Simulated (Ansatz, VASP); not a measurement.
# Cross-check of K2Li2MgSi21O45 between VASP and Ansatz, part 2 of 2

Wanted: the spread between two codes on one cell, functional and k mesh. The structure shown is frame 71 of Ansatz's trajectory.

VASP 6.6.1 and Ansatz 0.2.0.

So far: The starting structure; Ansatz: dynamics, r2SCAN.

## Step 3: VASP: single point, r2SCAN

Level of this step: r2SCAN; plane waves and PAW (Si, K_sv, Li_sv, Mg, O) (VASP).

The same cell, functional, mesh and smearing now go to VASP, with its own data sets.

Lines of VASP's logs that name or quote its potential files are left out, and so is its time.

File INCAR:

```
SYSTEM = K2Li2MgSi21O45
PREC = Accurate
ENCUT = 720
EDIFF = 1E-06
NELM = 120
ISMEAR = 0
SIGMA = 0.05
LREAL = Auto
ALGO = Normal
METAGGA = R2SCAN
LASPH = .TRUE.
NBANDS = 240
LORBIT = 11
LWAVE = .FALSE.
LCHARG = .FALSE.
ISIF = 2
GGA_COMPAT = .FALSE.
EFERMI = MIDGAP
LMIXTAU = .TRUE.
NCORE = 2
```

File POSCAR:

```
K2Li2MgSi21O45
1.0
   10.0747000000      0.0000000000      0.0000000000
    0.0000000000     10.0747000000      0.0000000000
    0.0000000000      0.0000000000     10.0747000000
Si K Li Mg O
21 2 2 1 45
Direct
    0.7583848651      0.3004555967      0.7579878309
    0.8698323523      0.5524134714      0.0888860214
    0.9718999077      0.6580444083      0.3637825444
    0.9151041718      0.0190675653      0.2154902876
    0.2421213535      0.8598270916      0.8573456282
    0.2581813851      0.7609060319      0.3990391773
    0.2081848591      0.9509464302      0.1574736717
    0.9116896781      0.9335662600      0.4864561724
    0.8505166407      0.2645736349      0.0482595015
    0.6547688765      0.0225614659      0.6395525425
    0.1986163360      0.9963274341      0.5884145434
    0.2995622698      0.2476202765      0.1882537445
    0.5438077561      0.8136023901      0.8504967890
    0.2831846110      0.3972028944      0.9108062771
    0.5528204314      0.1793403278      0.0882209892
    0.6489324744      0.8998084310      0.1393292108
    0.0600315642      0.6190159508      0.8391614639
    0.5247898200      0.5146455974      0.7829414275
    0.2249496263      0.2905495945      0.4764906151
    0.9790068191      0.4584851162      0.5873822546
    0.4431794495      0.5234696815      0.4870219461
    0.6877624148      0.2658342184      0.3924087070
    0.6918419407      0.7000109184      0.5758682641
    0.5047395952      0.9766940951      0.3650729054
    0.3570230379      0.1470316734      0.8324912901
    0.6185494357      0.6183608445      0.2439377847
    0.0450633766      0.9690809652      0.5634013916
    0.3671275571      0.6479696666      0.4297894726
    0.6192144679      0.9142406225      0.7542755616
    0.2691891570      0.2917208453      0.7848968207
    0.9125433015      0.3977190388      0.0966083357
    0.6121075566      0.8034482416      0.2579133870
    0.5888215034      0.6583124063      0.8045003821
    0.4602816957      0.5421501385      0.6395426167
    0.9457353569      0.6184700289      0.9587680030
    0.1782187063      0.5248394493      0.8978133344
    0.5753521197      0.5099605944      0.4070394156
    0.0936008020      0.3605864194      0.5374552096
    0.2937655712      0.0806177851      0.1863281289
    0.1237654719      0.6827697103      0.3980664437
    0.6433144411      0.4097789512      0.7974232483
    0.4620187202      0.2728815746      0.1887996665
    0.9062205326      0.7927084677      0.4072081551
    0.2450197028      0.9886051198      0.7461264355
    0.7936514239      0.9435020398      0.5875509941
    0.6948196969      0.2523052796      0.0883798029
    0.8425858835      0.2531589030      0.8860511976
    0.3482982124      0.3906915342      0.4827935323
    0.0061341777      0.5611780003      0.6987701867
    0.6993359604      0.1663275333      0.6926955641
    0.2657051823      0.8721351504      0.5114693241
    0.4785154893      0.1300088340      0.9562170586
    0.3894210249      0.8072101403      0.8456628982
    0.5668555888      0.0378969101      0.5135041242
    0.2068845722      0.2943710483      0.3098355286
    0.4290847370      0.4733639711      0.9014759745
    0.2699038185      0.8303770832      0.2566627294
    0.2449899253      0.3244364596      0.0570041788
    0.8559063793      0.3711773055      0.6481681837
    0.5871936633      0.0487260167      0.1849285835
    0.5792728319      0.8405213058      0.0005657737
    0.2087704845      0.9143398811      0.0068587650
    0.0594161613      0.9563262430      0.2056339147
    0.7164084290      0.5777541763      0.0989409114
    0.8881951820      0.0410632575      0.3724775924
    0.9244444003      0.1475775954      0.1199142406
    0.9166426792      0.5356288525      0.4602022889
    0.2321557962      0.1416617865      0.5175141692
    0.1152887927      0.7674074662      0.8262280763
    0.9392637002      0.6130108093      0.2246319990
    0.8065947373      0.9382115596      0.1299294272
```

File KPOINTS:

```
Automatic mesh
0
Gamma
1 1 1
0 0 0
```

PAW data sets: Si, K_sv, Li_sv, Mg and O (PBE family, release 64).

Started as:

```bash
> mpirun -np 8 vasp_gam
```

Numbers of over 12 decimals in the logs are rounded to 6 here.

What it wrote:

```text
[banner, memory and clock lines left out]
running    8 mpi-ranks, on    1 nodes
[...]
|                                                                             |
|               ----> ADVICE to this user running VASP <----                  |
|                                                                             |
|     You enforced a specific xc type in the INCAR file but a different       |
|     [... a line on the potential file left out ...]
|     I HOPE YOU KNOW WHAT YOU ARE DOING!                                     |
|                                                                             |

 LDA part: xc-table for (None), standard interpolation
 POSCAR, INCAR and KPOINTS ok, starting setup
[...]
entering main loop
       N       E                     dE             d eps       ncg     rms          rms(c)
DAV:   1     0.421866840733E+04    0.42187E+04   -0.26598E+05   480   0.204E+03
DAV:   2    -0.421824593214E+03   -0.46405E+04   -0.44695E+04   600   0.449E+02
DAV:   3    -0.852201604415E+03   -0.43038E+03   -0.42721E+03   576   0.146E+02
DAV:   4    -0.866674285250E+03   -0.14473E+02   -0.14413E+02   680   0.276E+01
[...]
DAV:  23    -0.676390240684E+03   -0.12525E-05   -0.45813E-06   464   0.682E-03    0.250E-03
DAV:  24    -0.676390249039E+03   -0.83551E-05   -0.33776E-06   424   0.665E-03    0.157E-03
DAV:  25    -0.676390249588E+03   -0.54838E-06   -0.75020E-07   352   0.297E-03
   1 F= -.67639025E+03 E0= -.67639025E+03  d E =0.000000E+00
```

From OUTCAR (step 3):

```text
  Total       18.8557073     -1.9774727     -8.2104491     -2.9837391      9.6465765      1.9815321
  in kB       29.5431664     -3.0983089    -12.8641510     -4.6749295     15.1142787      3.1046691
  external PRESSURE =       4.5269022 kB  Pullay stress =       0.0000000 kB

 POSITION                                       TOTAL-FORCE (eV/Angst)
 -----------------------------------------------------------------------------------
      7.64050      3.02700      7.63650         0.141526      0.487596      0.130554
      8.76330      5.56540      0.89550         0.930425      1.052276     -0.628933
      9.79160      6.62960      3.66500         1.074379     -1.586501      2.817684
      9.21940      0.19210      2.17100        -0.068529      0.409269     -2.078158
      2.43930      8.66250      8.63750        -1.112388      2.233315      0.158133
      2.60110      7.66590      4.02020         0.769036     -0.475356     -0.626297
      2.09740      9.58050      1.58650         1.322430     -1.193279      2.052472
      9.18500      9.40540      4.90090        -0.136045     -0.059848      0.291657
      8.56870      2.66550      0.48620        -2.275163     -0.818806     -1.817860
      6.59660      0.22730      6.44330         1.468901     -0.563074     -0.748163
      2.00100     10.03770      5.92810         0.766444      1.004676      0.053479
      3.01800      2.49470      1.89660         0.050641     -0.309895     -1.092859
      5.47870      8.19680      8.56850         2.238215     -2.056409      0.320697
      2.85300      4.00170      9.17610        -1.385951     -1.614968     -2.342728
[...]
-----------------------------------------------------------------------------------
    total drift:                               -0.014043      0.008797     -0.057014

  FREE ENERGIE OF THE ION-ELECTRON SYSTEM (eV)
  ---------------------------------------------------
  free  energy   TOTEN  =      -676.3902495877 eV

  energy  without entropy=     -676.3902495877  energy(sigma->0) =     -676.39024959

[... 3 further parts left out ...]
[key lines of the parts left out:]
E-fermi :   3.5809
```

The run ends at a pressure of 0.45 GPa, with forces up to 3.7 eV/Å.

## Step 4: Comparison

Known differences besides the potentials themselves: VASP keeps PBE cores, Ansatz makes them for the functional; the data sets hold 388 valence electrons in Ansatz (on its default PAW (the set named soft_2) files) and 380 in VASP; the cutoff is 500 eV in Ansatz and 720 eV in VASP (PREC = Accurate, projectors in real space). Total energies have different zeros and are not compared.

Forces on 10 of the 71 atoms, those with the largest forces and the largest differences (eV/Å; atoms numbered as in POSCAR):

| atom | Ansatz x, y, z | VASP x, y, z |
| --- | --- | --- |
| Si3 | 1.093, -1.555, 2.870 | 1.074, -1.587, 2.818 |
| Si14 | -1.359, -1.683, -2.433 | -1.386, -1.615, -2.343 |
| Si15 | -1.190, -1.357, -1.069 | -1.130, -1.315, -0.999 |
| Si17 | 0.108, -2.411, 2.887 | 0.066, -2.374, 2.862 |
| Si19 | -0.492, 2.984, -2.014 | -0.518, 2.966, -1.991 |
| Si21 | -1.704, -2.673, -1.068 | -1.761, -2.676, -1.048 |
| O37 | 1.528, 0.348, -1.173 | 1.591, 0.371, -1.255 |
| O49 | 1.079, 2.406, 1.943 | 1.097, 2.407, 1.966 |
| O68 | 0.447, -3.260, 1.561 | 0.435, -3.276, 1.575 |
| O70 | -0.501, -0.322, -3.442 | -0.515, -0.323, -3.448 |

The forces differ by 28 meV/Å r.m.s., which is 2.5 % of the r.m.s. force of 1.130 eV/Å (both taken over all components).

## Step 5: Summary of results

* r.m.s. force difference (single point, r2SCAN): 2.5 % of the r.m.s. force

The r.m.s. force difference is 2.5 % of the r.m.s. force (single point, r2SCAN), within the 3 % picked in this series as the mark of a large difference. The data sets hold unlike numbers of valence electrons (388 in Ansatz and 380 in VASP), so part of the differences comes from the potentials. 2 further runs of this series are not shown here. Such differences can come from data sets, numerical settings and the points named under the comparisons, not from the functional's error against experiment.

[Lines on the potential files, build, host, timing and source positions are cut from VASP's logs without a mark.]

[Logs are printed without paths, hosts, clocks, repeated set-up lines and the standing remarks that a program may print on its own settings, such as how far it seeks lower states.]

[Hosts, paths, dates, database ids (printed as entryN), source tags and the programs' standing remarks are cut or masked in the printed files.]
